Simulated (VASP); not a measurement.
Computed with PBE GGA, VASP's PBE PAW potentials (set 64) (plane waves; VASP 6.6.1).

VASP ran on this input.

### POSCAR
```
W
1
   -1.6116000000     1.6116000000     1.6116000000
    1.6116000000    -1.6116000000     1.6116000000
    1.6116000000     1.6116000000    -1.6116000000
W
1
Direct
  0.0000000000   0.0000000000   0.0000000000
```

**INCAR**
```
SIGMA = 0.1   # width (eV)
LWAVE = .False.
LREAL = .False.   # projection in real space or not
GGA = PE   # PBE
ISMEAR = 1
SYSTEM = W
NELM = 100
LASPH = .True.   # aspherical one-centre terms
ISIF = 2
EDIFF = 1E-6   # SCF stop (eV)
PREC = Accurate
ENCUT = 400   # plane-wave cut-off (eV)
ALGO = Normal   # blocked Davidson
LMAXMIX = 6   # l cut-off of mixed one-centre charges
LCHARG = .False.
```

File KPOINTS:
```
Automatic mesh
0
Gamma
17 17 17
0 0 0
```

POTCAR, in this order: W_sv (PBE.64 set). Program: vasp_std.

The resulting files:

File OSZICAR:
```
       N       E                     dE             d eps       ncg     rms          rms(c)
DAV:   1     0.642619421283E+02    0.64262E+02   -0.68584E+03  3652   0.122E+03
DAV:   2    -0.123096156837E+02   -0.76572E+02   -0.74072E+02  3879   0.292E+02
DAV:   3    -0.135941164491E+02   -0.12845E+01   -0.12752E+01  4181   0.391E+01
DAV:   4    -0.136007410260E+02   -0.66246E-02   -0.66235E-02  3921   0.306E+00
DAV:   5    -0.136008002660E+02   -0.59240E-04   -0.59240E-04  4062   0.282E-01    0.189E+01
DAV:   6    -0.130711584248E+02    0.52964E+00   -0.65723E-01  3881   0.106E+01    0.715E+00
DAV:   7    -0.129401573003E+02    0.13100E+00   -0.32630E-01  4007   0.699E+00    0.755E-01
DAV:   8    -0.129359378716E+02    0.42194E-02   -0.36850E-03  3750   0.901E-01    0.976E-02
DAV:   9    -0.129358782001E+02    0.59672E-04   -0.17501E-04  4144   0.160E-01    0.481E-02
DAV:  10    -0.129358760076E+02    0.21925E-05   -0.16386E-05  3932   0.571E-02    0.696E-03
DAV:  11    -0.129358764265E+02   -0.41886E-06   -0.21017E-07  2211   0.559E-03
   1 F= -.12935876E+02 E0= -.12935917E+02  d E =0.122182E-03
```

**OUTCAR**
```
------------------------ aborting loop because EDIFF is reached ----------------------------------------
  FORCE on cell =-STRESS in cart. coord.  units (eV):
  Direction    XX          YY          ZZ          XY          YZ          ZX
  --------------------------------------------------------------------------------------
  Total       -1.0445948     -1.0445948     -1.0445948     -0.0000000      0.0000000     -0.0000000
  in kB      -99.9600937    -99.9600937    -99.9600937     -0.0000000      0.0000000     -0.0000000
  external PRESSURE =     -99.9600937 kB  Pullay stress =       0.0000000 kB
  volume of cell :       16.74
      direct lattice vectors                 reciprocal lattice vectors
    -1.611600000  1.611600000  1.611600000     0.000000000  0.310250683  0.310250683
     1.611600000 -1.611600000  1.611600000     0.310250683  0.000000000  0.310250683
     1.611600000  1.611600000 -1.611600000     0.310250683  0.310250683  0.000000000
 POSITION                                       TOTAL-FORCE (eV/Angst)
 -----------------------------------------------------------------------------------
      0.00000      0.00000      0.00000         0.000000     -0.000000      0.000000
 -----------------------------------------------------------------------------------
    total drift:                               -0.000000     -0.000000      0.000000
  FREE ENERGIE OF THE ION-ELECTRON SYSTEM (eV)
  ---------------------------------------------------
  free  energy   TOTEN  =       -12.9358764265 eV

  energy  without entropy=      -12.9359986085  energy(sigma->0) =      -12.93591715
```
(Selected blocks of OUTCAR.)

The compound is W in the bcc structure. The cell was not relaxed at this level. The run is one of a series of settings (KPOINTS 17×17×17 Γ-centred mesh against the base run), some of them coarse on purpose.
